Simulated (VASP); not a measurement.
All values below come from PBEsol GGA, VASP's PBE PAW potentials (set 64) (plane waves; VASP).

Input for VASP

**POSCAR**
```
BaAlGeH
1
    4.3405415657     0.0000000000     0.0000000000
   -2.1702707829     3.7590188277    -0.0000000000
    0.0000000000    -0.0000000000     5.0836651227
Ba Al Ge H
1 1 1 1
Direct
  0.3333330000   0.6666670000   0.0980703717
  0.0000000000   1.0000000000   0.6350267792
  0.6666670000   0.3333330000   0.5554382260
  0.0000000000   1.0000000000   0.9774646231
```

**KPOINTS**
```
Automatic mesh
0
Gamma
  7 7 5
```

INCAR:
```
ALGO = Normal
EDIFF = 1E-7
ENCUT = 400
GGA = PS
ISIF = 2
ISMEAR = -5
LASPH = .TRUE.
LCHARG = .TRUE.
LEFG = .TRUE.
LMAXMIX = 4
LORBIT = 11
LREAL = .FALSE.
LWAVE = .FALSE.
NEDOS = 601
NELM = 100
PREC = Accurate
SYSTEM = BaAlGeH
```

POTCAR, in this order: Ba_sv Al Ge_d H (PBE.64 set). Program: vasp_std.

The resulting files:

File OUTCAR:
```
 ion  position               nearest neighbor table
   1  0.333  0.667  0.098-   4 2.58   4 2.58   4 2.58   3 3.42   3 3.42   3 3.42   2 3.44   2 3.44
                             2 3.44   2 3.71   2 3.71   2 3.71   3 3.73   3 3.73   3 3.73
   2  0.000  0.000  0.635-   4 1.74   3 2.54   3 2.54   3 2.54   1 3.44   1 3.44   1 3.44   1 3.71
                             1 3.71   1 3.71
   3  0.667  0.333  0.555-   2 2.54   2 2.54   2 2.54   1 3.42   1 3.42   1 3.42   1 3.73   1 3.73
                             1 3.73
   4  0.000  0.000  0.977-   2 1.74   1 2.58   1 2.58   1 2.58
  LATTYP: Found a hexagonal cell.
 ALAT       =     4.3405415657
 C/A-ratio  =     1.1712052622
 Subroutine PRICEL returns:
 Original cell was already a primitive cell.
 Subroutine GETGRP returns: Found  6 space group operations
The static configuration has the point symmetry C_3v.
The dynamic configuration has the point symmetry C_3v.
 Subroutine INISYM returns: Found  6 space group operations
 Subroutine IBZKPT returns following result:
 Found     32 irreducible k-points:

 Following reciprocal coordinates:
            Coordinates               Weight
  0.000000  0.000000  0.000000      1.000000
  0.142857  0.000000  0.000000      6.000000
  0.285714  0.000000  0.000000      6.000000
...
```

File OSZICAR:
```
       N       E                     dE             d eps       ncg     rms          rms(c)
DAV:   1     0.187843313717E+03    0.18784E+03   -0.11551E+04  1192   0.213E+03
DAV:   2     0.579522157448E+01   -0.18205E+03   -0.17791E+03  1258   0.456E+02
DAV:   3    -0.158665126313E+02   -0.21662E+02   -0.21475E+02  1310   0.128E+02
DAV:   4    -0.171511214958E+02   -0.12846E+01   -0.12824E+01  1828   0.265E+01
DAV:   5    -0.171713541841E+02   -0.20233E-01   -0.20228E-01  1446   0.311E+00    0.597E+00
DAV:   6    -0.167498376257E+02    0.42152E+00   -0.48928E-01  1582   0.381E+00    0.336E+00
DAV:   7    -0.166329747893E+02    0.11686E+00   -0.62221E-01  1278   0.446E+00    0.687E-01
DAV:   8    -0.166336070014E+02   -0.63221E-03   -0.69067E-02  1282   0.132E+00    0.174E-01
DAV:   9    -0.166332189580E+02    0.38804E-03   -0.41686E-03  1622   0.360E-01    0.663E-02
DAV:  10    -0.166332619054E+02   -0.42947E-04   -0.32121E-04  1386   0.125E-01    0.235E-02
DAV:  11    -0.166332677454E+02   -0.58400E-05   -0.19261E-05  1560   0.282E-02    0.860E-03
DAV:  12    -0.166332677522E+02   -0.67762E-08   -0.43979E-06  1432   0.121E-02    0.274E-03
DAV:  13    -0.166332676024E+02    0.14973E-06   -0.13034E-06  1354   0.724E-03    0.835E-04
DAV:  14    -0.166332675288E+02    0.73679E-07   -0.12104E-07   940   0.301E-03
   1 F= -.16633268E+02 E0= -.16633268E+02  d E =0.000000E+00
```

### OUTCAR
```
------------------------ aborting loop because EDIFF is reached ----------------------------------------
  FORCE on cell =-STRESS in cart. coord.  units (eV):
  Direction    XX          YY          ZZ          XY          YZ          ZX
  --------------------------------------------------------------------------------------
  Total       -0.0549122     -0.0549122      0.1029283      0.0000000      0.0000000      0.0000000
  in kB       -1.0606792     -1.0606789      1.9881545      0.0000000      0.0000000      0.0000000
  external PRESSURE =      -0.0444012 kB  Pullay stress =       0.0000000 kB
  volume of cell :       82.95
      direct lattice vectors                 reciprocal lattice vectors
     4.340541566  0.000000000  0.000000000     0.230385998  0.133013433  0.000000000
    -2.170270783  3.759018828  0.000000000     0.000000000  0.266026867  0.000000000
     0.000000000  0.000000000  5.083665123     0.000000000  0.000000000  0.196708472
 POSITION                                       TOTAL-FORCE (eV/Angst)
 -----------------------------------------------------------------------------------
     -0.00000      2.50601      0.49856         0.000000      0.000000     -0.005766
      0.00000      0.00000      3.22826        -0.000000     -0.000000      0.007407
      2.17027      1.25301      2.82366         0.000000     -0.000000     -0.018633
      0.00000      0.00000      4.96910        -0.000000     -0.000000      0.016993
 -----------------------------------------------------------------------------------
    total drift:                               -0.000190      0.000105     -0.000250
  FREE ENERGIE OF THE ION-ELECTRON SYSTEM (eV)
  ---------------------------------------------------
  free  energy   TOTEN  =       -16.6332675288 eV

  energy  without entropy=      -16.6332675288  energy(sigma->0) =      -16.63326753

 total charge

# of ion       s       p       d       tot
------------------------------------------
    1        2.008   5.581   0.383   7.972
    2        0.409   0.374   0.000   0.783
    3        1.114   1.323   9.973  12.411
    4        0.544   0.007   0.000   0.551
--------------------------------------------------
tot          4.076   7.285  10.356  21.717
```
(Selected blocks of OUTCAR.)

The structure comes from a computed database's BaAlGeH entry (P3m1); how it stands against other phases isn't given here. It was relaxed first, which changed the volume by -5 %.
